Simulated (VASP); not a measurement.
Runs of VASP 6.6.1 on RuSe. Symmetry: F-43m, No. 216, cubic system. Conventional cell: a = 5.813 Å, b = 5.813 Å, c = 5.813 Å, α = 90.00°, β = 90.00°, γ = 90.00°. Ru (site symmetry -43m) is surrounded by 4 Se at 2.52 Å. Around Se (site symmetry -43m) lie 4 Ru at 2.52 Å. The cell comes from a database or a generator and needn't be the stable form of this composition.

```tsv
level	spin	U	gap on the mesh (eV)	pressure (GPa)	moment (μB)
PBE+U	off	Ru d U = 4 eV	none	-11.7	-
PBE+U	collinear, random start	Ru d U = 4 eV	none	0.4	1.99
r2SCAN+U	collinear, ferromagnetic start	Ru d U = 5 eV	none	2.1	2.00
r2SCAN+U	collinear, zero start	Ru d U = 3 eV	none	(b)	0.00
r2SCAN+U	collinear, random start	Ru d U = 3 eV	none	-1.3	2.00
r2SCAN+U	collinear, ferromagnetic start	Ru d U = 3 eV	none	-1.3	2.00
PBE	collinear, random start	-	none	(a)	0.00
```

Alike in all rows: task single point; potentials or basis VASP PAW PBE potentials, release 64 (Ru_pv, Se); cell as given; k mesh 6 × 6 × 6; cutoff (eV) 520; smearing gaussian 0.05 eV.

Question: Estimate the missing entries.

Answer: (a) -12.7; (b) -13.9.

Caveats: the PAW data sets were made with another functional, which shifts forces and pressure a little (some runs); U without spin polarisation on a metal has little footing (some runs).

A k mesh can miss the band edges, and the runs leave out spin-orbit coupling on Ru, Se.

A gap of «none» marks a metal or a gap under the smearing width.

Not every run made on this cell is shown here.
